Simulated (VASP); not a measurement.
All values below come from PBE GGA with D3 dispersion (zero damping), VASP's PBE PAW potentials (set 64) (plane waves; VASP).

Input for VASP

### POSCAR
```
NiSb
1.0
  1.9864136017  -3.4405694483   0.0000000000
  1.9864136017   3.4405694483   0.0000000000
  0.0000000000   0.0000000000   5.1431005930
Ni Sb
2 2
direct
  0.0000000000   1.0000000000   0.5000000000
  0.0000000000   1.0000000000   0.0000000000
  0.3333330000   0.6666670000   0.2500000000
  0.6666670000   0.3333330000   0.7500000000
```

**INCAR**
```
# general
SYSTEM =NiSb
PREC   =Accurate
ENCUT  =520
LREAL  =.FALSE.
LASPH  =.TRUE.

# electronic loop
EDIFF  =1E-7
NELM   =100
ALGO   =Normal
LMAXMIX=4

# smearing
ISMEAR =1
SIGMA  =0.1

# functional
GGA    =PE
IVDW   =11

# ions
IBRION =2
NSW    =30
ISIF   =4
EDIFFG =-0.01

# output
LWAVE  =.FALSE.
LCHARG =.FALSE.
```

**KPOINTS**
```
K-points
0
Gamma
  9 9 6
0 0 0
```

POTCAR, in this order: Ni Sb (PBE.64 set). Program: vasp_std.

Output

OSZICAR:
```
       N       E                     dE             d eps       ncg     rms          rms(c)
DAV:   1     0.169892237782E+03    0.16989E+03   -0.12605E+04  1824   0.162E+03
DAV:   2    -0.122349667202E+02   -0.18213E+03   -0.17747E+03  1833   0.322E+02
DAV:   3    -0.214578215475E+02   -0.92229E+01   -0.89170E+01  2118   0.887E+01
DAV:   4    -0.217200302735E+02   -0.26221E+00   -0.26110E+00  1996   0.141E+01
DAV:   5    -0.217285441680E+02   -0.85139E-02   -0.85113E-02  2263   0.265E+00    0.131E+01
DAV:   6    -0.245734436958E+02   -0.28449E+01   -0.36604E+01  1994   0.109E+02    0.178E+01
DAV:   7    -0.203170251875E+02    0.42564E+01   -0.13600E+01  1999   0.765E+01    0.382E+00
DAV:   8    -0.203751271500E+02   -0.58102E-01   -0.16704E+00  2516   0.120E+01    0.273E+00
DAV:   9    -0.203122175183E+02    0.62910E-01   -0.27986E-01  2037   0.894E+00    0.625E-01
DAV:  10    -0.203128853940E+02   -0.66788E-03   -0.80792E-03  1974   0.904E-01    0.488E-01
DAV:  11    -0.203125373122E+02    0.34808E-03   -0.71955E-04  2110   0.234E-01    0.138E-01
DAV:  12    -0.203123732190E+02    0.16409E-03   -0.58106E-04  2585   0.401E-01    0.394E-02
DAV:  13    -0.203123769640E+02   -0.37449E-05   -0.60017E-05  1905   0.582E-02    0.296E-02
DAV:  14    -0.203123763149E+02    0.64908E-06   -0.23566E-06  2299   0.134E-02    0.559E-03
DAV:  15    -0.203123762136E+02    0.10133E-06   -0.34964E-07  1775   0.548E-03    0.185E-03
DAV:  16    -0.203123760591E+02    0.15442E-06   -0.36896E-08  1038   0.275E-03    0.642E-04
DAV:  17    -0.203123760420E+02    0.17149E-07   -0.32267E-08   990   0.212E-03
   1 F= -.21746986E+02 E0= -.21746611E+02  d E =-.217470E+02
```

**OUTCAR**
```
------------------------ aborting loop because EDIFF is reached ----------------------------------------
 Edisp (eV)   -1.43461
  FORCE on cell =-STRESS in cart. coord.  units (eV):
  Direction    XX          YY          ZZ          XY          YZ          ZX
  --------------------------------------------------------------------------------------
  Total      -1.54069    -1.54069    -1.56659     0.00000     0.00000    -0.00000
  in kB     -35.11332   -35.11333   -35.70359     0.00000     0.00000    -0.00000
  external pressure =      -35.31 kB  Pullay stress =        0.00 kB
  volume of cell :       70.30
      direct lattice vectors                 reciprocal lattice vectors
     1.986413602 -3.440569448  0.000000000     0.251709916 -0.145324781  0.000000000
     1.986413602  3.440569448  0.000000000     0.251709916  0.145324781  0.000000000
     0.000000000  0.000000000  5.143100593     0.000000000  0.000000000  0.194435240
 POSITION                                       TOTAL-FORCE (eV/Angst)
 -----------------------------------------------------------------------------------
      0.00000      0.00000      2.57155        -0.000000     -0.000000     -0.000000
      0.00000      0.00000      0.00000         0.000000     -0.000000     -0.000000
      1.98641      1.14686      1.28578        -0.000000     -0.000000     -0.000000
      1.98641     -1.14686      3.85733         0.000000      0.000000      0.000000
 -----------------------------------------------------------------------------------
    total drift:                                0.000000      0.000000      0.000000
  FREE ENERGIE OF THE ION-ELECTRON SYSTEM (eV)
  ---------------------------------------------------
  free  energy   TOTEN  =       -21.7469857292 eV

  energy  without entropy=      -21.7458625180  energy(sigma->0) =      -21.74661133

 reached required accuracy - stopping structural energy minimisation
```
(Selected blocks of OUTCAR.)

### OUTCAR
```
 val. band max:        9.6162374232   @ k =   0.1111  -0.0000   0.0000

 cond. band min:       9.6646750324   @ k =   0.0000   0.0000   0.0000


 Fermi energy:         9.6365671768

 k-point     1 :       0.0000    0.0000    0.0000
  band No.  band energies     occupation
      1      -3.1099      2.00000
      2       1.3235      2.00000
      3       3.6062      2.00000
      4       5.8517      2.00000
      5       5.8517      2.00000
      6       6.6069      2.00000
      7       7.1892      2.00000
      8       7.1892      2.00000
      9       7.6439      2.00000
     10       7.6439      2.00000
     11       8.4033      2.00000
     12       8.4033      2.00000
     13       9.6647      0.54446
     14      10.2072     -0.00000
     15      10.2073     -0.00000
     16      12.0487      0.00000
     17      12.0488      0.00000
     18      12.7240      0.00000
     19      13.5940      0.00000

 k-point     2 :       0.1111   -0.0000    0.0000
  band No.  band energies     occupation
      1      -2.9596      2.00000
      2       1.3100      2.00000
      3       3.7759      2.00000
      4       5.8172      2.00000
      5       5.8834      2.00000
      6       6.5439      2.00000
      7       7.0723      2.00000
      8       7.1277      2.00000
      9       7.5557      2.00000
     10       7.6710      2.00000
     11       8.3950      2.00000
     12       8.4041      2.00000
     13       9.1983      2.00000
     14       9.6162      1.33633
     15       9.7110      0.05093
     16      11.4015     -0.00000
     17      12.4992      0.00000
     18      13.3408      0.00000
     19      13.9509      0.00000

 k-point     3 :       0.2222    0.0000    0.0000
  band No.  band energies     occupation
      1      -2.5165      2.00000
      2       1.2199      2.00000
      3       4.2738      2.00000
      4       5.4794      2.00000
      5       5.9744      2.00000
      6       6.2927      2.00000
      7       6.8616      2.00000
...
```

Unless said otherwise, spin-orbit coupling is left out, though it shifts the bands of the heavy elements here.

The compound is NiSb in the NiAs type structure. This cell is one point of a volume scan, at 1.03 of the reference volume. The run is not spin-polarised, so no magnetic state was tried.
